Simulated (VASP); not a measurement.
Computed with LDA (Ceperley-Alder, Perdew-Zunger), VASP's LDA PAW potentials (set 64) (plane waves; VASP).

The input files of a VASP run:

KPOINTS:
```
kpoints
0
G
14 14 14
```

**POSCAR**
```
WSi2
1
   -1.5376036773     1.5376036773     3.7809095641
    1.5376036773    -1.5376036773     3.7809095641
    1.5376036773     1.5376036773    -3.7809095641
Si W
2 1
Direct
  0.6668434425   0.6668434425   0.0000000000
  0.3331565575   0.3331565575   0.0000000000
  0.0000000000   0.0000000000   0.0000000000
```

**INCAR**
```
SYSTEM = WSi2
PREC = Accurate
ENCUT = 500
EDIFF = 1E-6
NELM = 100
ALGO = Normal
LREAL = .FALSE.
LASPH = .TRUE.
ISMEAR = 1
SIGMA = 0.1
LMAXMIX = 6
LWAVE = .FALSE.
LCHARG = .FALSE.
IBRION = 2
ISIF = 3
NSW = 40
EDIFFG = -0.02
PSTRESS = 450
```

POTCAR, in this order: Si W_sv (LDA.64 set). Program: vasp_std.

The resulting files:

File OUTCAR:
```
 ion  position               nearest neighbor table
   1  0.667  0.667  0.000-   2 2.51   2 2.51   2 2.51   2 2.51   3 2.51   3 2.51   3 2.51   3 2.51
                             3 2.52   2 2.52
   2  0.333  0.333  0.000-   1 2.51   1 2.51   1 2.51   1 2.51   3 2.51   3 2.51   3 2.51   3 2.51
                             3 2.52   1 2.52
   3  0.000  0.000  0.000-   1 2.51   1 2.51   1 2.51   2 2.51   1 2.51   2 2.51   2 2.51   2 2.51
                             1 2.52   2 2.52
  LATTYP: Found a body centered tetragonal cell.
 ALAT       =     3.0752073546
 C/A-ratio  =     2.4589623581
 Subroutine PRICEL returns:
 Original cell was already a primitive cell.
 Subroutine GETGRP returns: Found 16 space group operations
The static configuration has the point symmetry D_4h.
The dynamic configuration has the point symmetry D_4h.
 Subroutine INISYM returns: Found 16 space group operations
 Subroutine IBZKPT returns following result:
 Found    244 irreducible k-points:

 Following reciprocal coordinates:
            Coordinates               Weight
  0.000000  0.000000  0.000000      1.000000
  0.071429  0.000000  0.000000      8.000000
  0.142857  0.000000 -0.000000      8.000000
  0.214286 -0.000000  0.000000      8.000000
  0.285714  0.000000  0.000000      8.000000
  0.357143 -0.000000  0.000000      8.000000
  0.428571 -0.000000  0.000000      8.000000
  0.500000  0.000000 -0.000000      4.000000
  0.071429  0.071429  0.000000      8.000000
  0.142857  0.071429  0.000000     16.000000
  0.214286  0.071429 -0.000000     16.000000
  0.285714  0.071429  0.000000     16.000000
  0.357143  0.071429  0.000000     16.000000
  0.428571  0.071429 -0.000000     16.000000
  0.500000  0.071429 -0.000000     16.000000
 -0.428571  0.071429  0.000000     16.000000
 -0.357143  0.071429  0.000000     16.000000
 -0.285714  0.071429  0.000000     16.000000
 -0.214286  0.071429  0.000000     16.000000
 -0.142857  0.071429  0.000000     16.000000
 -0.071429  0.071429  0.000000      4.000000
  0.142857  0.142857 -0.000000      8.000000
  0.214286  0.142857 -0.000000     16.000000
  0.285714  0.142857 -0.000000     16.000000
  0.357143  0.142857 -0.000000     16.000000
  0.428571  0.142857  0.000000     16.000000
  0.500000  0.142857 -0.000000     16.000000
 -0.428571  0.142857  0.000000     16.000000
 -0.357143  0.142857 -0.000000     16.000000
 -0.285714  0.142857  0.000000     16.000000
 -0.214286  0.142857 -0.000000     16.000000
 -0.142857  0.142857  0.000000      4.000000
  0.214286  0.214286  0.000000      8.000000
  0.285714  0.214286  0.000000     16.000000
  0.357143  0.214286  0.000000     16.000000
  0.428571  0.214286  0.000000     16.000000
  0.500000  0.214286  0.000000     16.000000
 -0.428571  0.214286  0.000000     16.000000
 -0.357143  0.214286  0.000000     16.000000
 -0.285714  0.214286 -0.000000     16.000000
   k-points           NKPTS =    244   k-points in BZ     NKDIM =    244   number of bands    NBANDS=     15
   number of dos      NEDOS =    301   number of ions     NIONS =      3
   total plane-waves  NPLWV =  32768
   dimension x,y,z NGX =    32 NGY =   32 NGZ =   32
   dimension x,y,z NGXF=    64 NGYF=   64 NGZF=   64
   ions per type =               2   1
   PREC   = accura    normal or accurate (medium, high low for compatibility)
   ISTART =      0    job   : 0-new  1-cont  2-samecut
   ICHARG =      2    charge: 1-file 2-atom 10-const
   ISPIN  =      1    spin polarized calculation?
   LNONCOLLINEAR =      F non collinear calculations
   LSORBIT =      F    spin-orbit coupling
   INIWAV =      1    electr: 0-lowe 1-rand  2-diag
   ENCUT  =  500.0 eV  36.75 Ry    6.06 a.u.   7.95  7.95  7.95*2*pi/ulx,y,z
...
```

File OSZICAR:
```
       N       E                     dE             d eps       ncg     rms          rms(c)
DAV:   1     0.126025137349E+03    0.12603E+03   -0.10995E+04  7328   0.146E+03
DAV:   2    -0.238890962871E+02   -0.14991E+03   -0.14794E+03  8503   0.362E+02
DAV:   3    -0.277796580429E+02   -0.38906E+01   -0.37863E+01  9602   0.515E+01
DAV:   4    -0.278062430695E+02   -0.26585E-01   -0.26584E-01  8461   0.492E+00
DAV:   5    -0.278065570461E+02   -0.31398E-03   -0.31397E-03  9686   0.527E-01    0.322E+01
DAV:   6    -0.271513378755E+02    0.65522E+00   -0.28522E+00  8825   0.137E+01    0.128E+01
DAV:   7    -0.270477181705E+02    0.10362E+00   -0.15687E-01  8251   0.269E+00    0.481E+00
DAV:   8    -0.270298507380E+02    0.17867E-01   -0.25985E-02  9567   0.135E+00    0.283E-01
DAV:   9    -0.270293112290E+02    0.53951E-03   -0.84656E-04  8601   0.261E-01    0.153E-01
DAV:  10    -0.270291862357E+02    0.12499E-03   -0.21955E-04  9147   0.152E-01    0.435E-02
DAV:  11    -0.270291833097E+02    0.29260E-05   -0.21628E-05  9098   0.378E-02    0.154E-02
DAV:  12    -0.270291832777E+02    0.31991E-07   -0.70738E-07  5327   0.669E-03
   1 F= -.16986563E+02 E0= -.16986374E+02  d E =-.169866E+02
       N       E                     dE             d eps       ncg     rms          rms(c)
DAV:   1    -0.289944117482E+02   -0.19652E+01   -0.10006E+02  7978   0.130E+02    0.379E+01
DAV:   2    -0.252244115738E+02    0.37700E+01   -0.12942E+01  7789   0.410E+01    0.585E+00
DAV:   3    -0.248281381339E+02    0.39627E+00   -0.70561E-01  9203   0.953E+00    0.340E+00
DAV:   4    -0.247429808317E+02    0.85157E-01   -0.15567E-01  7614   0.365E+00    0.221E+00
DAV:   5    -0.247378846099E+02    0.50962E-02   -0.35510E-02  8930   0.206E+00    0.112E+00
DAV:   6    -0.247374319376E+02    0.45267E-03   -0.99935E-03  8566   0.845E-01    0.139E-01
DAV:   7    -0.247372616160E+02    0.17032E-03   -0.80532E-04  8377   0.276E-01    0.596E-02
DAV:   8    -0.247372611551E+02    0.46086E-06   -0.19754E-05  9406   0.401E-02    0.239E-02
DAV:   9    -0.247372589329E+02    0.22222E-05   -0.11296E-05  8909   0.312E-02    0.937E-03
DAV:  10    -0.247372588914E+02    0.41518E-07   -0.32337E-07  4262   0.501E-03
   2 F= -.16241149E+02 E0= -.16241145E+02  d E =0.745414E+00
       N       E                     dE             d eps       ncg     rms          rms(c)
DAV:   1    -0.296661110839E+02   -0.49289E+01   -0.69761E+01  8216   0.119E+02    0.263E+01
DAV:   2    -0.270111017525E+02    0.26550E+01   -0.16479E+01  8048   0.358E+01    0.362E+00
DAV:   3    -0.267938020402E+02    0.21730E+00   -0.71917E-01  7712   0.626E+00    0.164E+00
DAV:   4    -0.267405811885E+02    0.53221E-01   -0.10810E-01  9168   0.302E+00    0.110E+00
DAV:   5    -0.267373193452E+02    0.32618E-02   -0.19031E-02  9049   0.144E+00    0.915E-01
DAV:   6    -0.267368198859E+02    0.49946E-03   -0.56232E-03  7845   0.552E-01    0.639E-02
DAV:   7    -0.267368052225E+02    0.14663E-04   -0.12614E-04  9049   0.904E-02    0.366E-02
DAV:   8    -0.267368017486E+02    0.34739E-05   -0.15447E-05  9126   0.296E-02    0.174E-02
DAV:   9    -0.267368014302E+02    0.31834E-06   -0.12445E-06  4768   0.948E-03
   3 F= -.17051647E+02 E0= -.17051499E+02  d E =-.650835E-01
       N       E                     dE             d eps       ncg     rms          rms(c)
DAV:   1    -0.267197989726E+02    0.17003E-01   -0.13270E-02  8307   0.154E+00    0.381E-01
DAV:   2    -0.267192906178E+02    0.50835E-03   -0.25367E-03  8181   0.472E-01    0.472E-02
DAV:   3    -0.267192468704E+02    0.43747E-04   -0.86712E-05  7887   0.779E-02    0.250E-02
DAV:   4    -0.267192349658E+02    0.11905E-04   -0.20951E-05  9133   0.458E-02    0.237E-02
DAV:   5    -0.267192343128E+02    0.65306E-06   -0.27549E-06  6152   0.182E-02
   4 F= -.17051848E+02 E0= -.17051703E+02  d E =-.652849E-01
       N       E                     dE             d eps       ncg     rms          rms(c)
DAV:   1    -0.267119189406E+02    0.73160E-02   -0.23231E-03  8286   0.645E-01    0.159E-01
DAV:   2    -0.267118298964E+02    0.89044E-04   -0.44336E-04  8153   0.197E-01    0.195E-02
DAV:   3    -0.267118223415E+02    0.75550E-05   -0.15123E-05  7985   0.327E-02    0.104E-02
DAV:   4    -0.267118202931E+02    0.20484E-05   -0.35869E-06  7862   0.190E-02    0.100E-02
DAV:   5    -0.267118201791E+02    0.11395E-06   -0.50917E-07  3835   0.805E-03
   5 F= -.17051842E+02 E0= -.17051698E+02  d E =-.652785E-01
       N       E                     dE             d eps       ncg     rms          rms(c)
DAV:   1    -0.267079776628E+02    0.38426E-02   -0.10923E-01  8457   0.345E+00    0.298E-01
DAV:   2    -0.267057394619E+02    0.22382E-02   -0.43208E-03  9063   0.584E-01    0.155E-01
DAV:   3    -0.267050500083E+02    0.68945E-03   -0.17317E-03  9231   0.343E-01    0.703E-02
DAV:   4    -0.267050422674E+02    0.77409E-05   -0.96065E-05  7901   0.798E-02    0.185E-02
DAV:   5    -0.267050404749E+02    0.17925E-05   -0.53316E-06  9574   0.203E-02    0.107E-02
DAV:   6    -0.267050404390E+02    0.35960E-07   -0.19310E-07  4199   0.456E-03
   6 F= -.17052673E+02 E0= -.17052547E+02  d E =-.831330E-03
       N       E                     dE             d eps       ncg     rms          rms(c)
DAV:   1    -0.267072199581E+02   -0.21795E-02   -0.66663E-03  8422   0.854E-01    0.737E-02
DAV:   2    -0.267070841246E+02    0.13583E-03   -0.26240E-04  9021   0.145E-01    0.383E-02
DAV:   3    -0.267070421698E+02    0.41955E-04   -0.10438E-04  9210   0.851E-02    0.174E-02
DAV:   4    -0.267070417021E+02    0.46763E-06   -0.60972E-06  7852   0.202E-02
   7 F= -.17052774E+02 E0= -.17052639E+02  d E =-.931831E-03
       N       E                     dE             d eps       ncg     rms          rms(c)
DAV:   1    -0.267260557415E+02   -0.19014E-01   -0.19342E-02  8188   0.171E+00    0.399E-01
DAV:   2    -0.267255105046E+02    0.54524E-03   -0.22108E-03  8237   0.469E-01    0.693E-02
DAV:   3    -0.267254355243E+02    0.74980E-04   -0.13393E-04  8748   0.102E-01    0.254E-02
DAV:   4    -0.267254222142E+02    0.13310E-04   -0.28375E-05  8951   0.531E-02    0.254E-02
DAV:   5    -0.267254214951E+02    0.71906E-06   -0.33115E-06  8166   0.175E-02
   8 F= -.17052728E+02 E0= -.17052594E+02  d E =0.455055E-04
       N       E                     dE             d eps       ncg     rms          rms(c)
DAV:   1    -0.267148430515E+02    0.10579E-01   -0.68123E-03  8195   0.101E+00    0.238E-01
DAV:   2    -0.267146537512E+02    0.18930E-03   -0.76327E-04  8258   0.277E-01    0.420E-02
DAV:   3    -0.267146272572E+02    0.26494E-04   -0.46754E-05  8629   0.605E-02    0.150E-02
DAV:   4    -0.267146225863E+02    0.46709E-05   -0.99004E-06  8986   0.314E-02    0.148E-02
DAV:   5    -0.267146223183E+02    0.26803E-06   -0.10494E-06  4234   0.102E-02
   9 F= -.17052822E+02 E0= -.17052687E+02  d E =-.480976E-04
```

OUTCAR:
```
------------------------ aborting loop because EDIFF is reached ----------------------------------------
  FORCE on cell =-STRESS in cart. coord.  units (eV):
  Direction    XX          YY          ZZ          XY          YZ          ZX
  --------------------------------------------------------------------------------------
  Total        9.6456406      9.6456406      9.6157002      0.0000000      0.0000000      0.0000000
  in kB      449.2473429    449.2473429    447.8528629      0.0000000      0.0000000      0.0000000
  external PRESSURE =      -1.2174838 kB  Pullay stress =     450.0000000 kB
  volume of cell :       34.40
      direct lattice vectors                 reciprocal lattice vectors
    -1.516114330  1.516114330  3.741383661     0.000000000  0.329790432  0.133640398
     1.516114330 -1.516114330  3.741383661     0.329790432  0.000000000  0.133640398
     1.516114330  1.516114330 -3.741383661     0.329790432  0.329790432  0.000000000
 POSITION                                       TOTAL-FORCE (eV/Angst)
 -----------------------------------------------------------------------------------
      0.00000      0.00000      4.99418         0.000000      0.000000      0.010373
      0.00000      0.00000      2.48859        -0.000000     -0.000000     -0.010373
      0.00000      0.00000      0.00000        -0.000000     -0.000000      0.000000
 -----------------------------------------------------------------------------------
    total drift:                               -0.000000      0.000000      0.000000
  FREE ENERGIE OF THE ION-ELECTRON SYSTEM (eV)
  ---------------------------------------------------
  free  energy   TOTEN  =       -26.7146223183 eV

  energy  without entropy=      -26.7142181738  energy(sigma->0) =      -26.71448760
  enthalpy is  TOTEN    =       -17.0528216559 eV   P V=        9.6618006624

 reached required accuracy - stopping structural energy minimisation
```
(Selected blocks of OUTCAR.)

File CONTCAR:
```
WSi2
   1.00000000000000
    -1.5161143296713626    1.5161143296713626    3.7413836611248952
     1.5161143296713626   -1.5161143296713626    3.7413836611248952
     1.5161143296713626    1.5161143296713626   -3.7413836611248952
  Si              W
     2     1
Direct
     0.6674239974888195    0.6674239974888195    0.0000000000000000
     0.3325760025111804    0.3325760025111804    0.0000000000000000
     0.0000000000000000    0.0000000000000000    0.0000000000000000
```

Energy and stress use the plane-wave basis of the starting cell.

The compound is WSi2 in the MoSi2 type structure. This run relaxes it under an external pressure of 45 GPa. Symmetry was kept, so distortions that lower it aren't found.
